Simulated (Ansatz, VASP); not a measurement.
## Two plane-wave programs on CsSe2

INCAR

```
  PREC = Accurate
  ENCUT = 600
  EDIFF = 1E-6
  ISMEAR = 0
  SIGMA = 0.1
  LREAL = F
  LASPH = T
  NELM = 80
  ALGO = Fast
  ISIF = 3
  LWAVE = F
  LCHARG = F
  GGA = PE
  IBRION = 2
  NSW = 100
  EDIFFG = -0.01
```

The input KPOINTS:

```
regular mesh
0
Gamma
  10 10 10
```

The input POSCAR:

```
CsSe2
1.0
    0.0000000000      4.0383703800      4.0383703800
    4.0383703800      0.0000000000      4.0383703800
    4.0383703800      4.0383703800      0.0000000000
Cs Se
1 2
Direct
    0.0000000000      0.0000000000      0.0000000000
    0.2500000000      0.2500000000      0.2500000000
    0.7500000000      0.7500000000      0.7500000000
```

Input for Ansatz:

```yaml
crystal:
  lattice:
    - [0.0, 4.03837038, 4.03837038]
    - [4.03837038, 0.0, 4.03837038]
    - [4.03837038, 4.03837038, 0.0]
  atoms:
    - { symbol: Cs, position: [0.0, 0.0, 0.0] }
    - { symbol: Se, position: [0.25, 0.25, 0.25] }
    - { symbol: Se, position: [0.75, 0.75, 0.75] }
basis:
  ecutwfc: 420
kpoints:
  mp_grid: { grid: [10, 10, 10] }
hamiltonian:
  xc: pbe
scf:
  occupations: { method: gaussian, width: 0.1 }
output:
  forces: true
  stress: true
  eigenvalues: true
relax:
  adjacent_minimum: "off"
  f_tol: 0.01
  max_steps: 80
  cell: { stress_tol: 0.05 }
```

Change from the starting cell: species swapped into the Li2Te type (Fm-3m, No. 225).

Alike in both runs: task relaxation of cell and atoms; functional PBE; k mesh 10 × 10 × 10; occupations gaussian, width 0.1 eV; no spin polarisation.

|  | VASP | Ansatz |
| --- | --- | --- |
| version | VASP 6.6.1 | Ansatz 0.2.0 |
| potentials or method | VASP PAW PBE potentials, release 64 (Cs_sv, Se) | scalar-relativistic, plane waves, PAW |
| plane-wave cutoff (eV) | 600 | 420 |
| valence electrons in the cell | 21 | 41 |

VASP gave:

- gap on the k mesh at the Fermi level, each at its own relaxed structure (eV): none
- relaxed volume (Å³/atom): 42.62
- relaxed cell length with the largest relative difference (Å): 5.655
- energy change over the relaxation (meV/atom): -1

Estimate Ansatz's values.

gap on the k mesh at the Fermi level, each at its own relaxed structure (eV): none; relaxed volume (Å³/atom): 42.49; relaxed cell length with the largest relative difference (Å): 5.649; energy change over the relaxation (meV/atom): -1.

A gap of «none» marks a metal or a gap that the smearing closes. The two sets of potentials don't hold the same shells in valence.

The runs have no spin-orbit coupling, so splittings on Cs are missing.
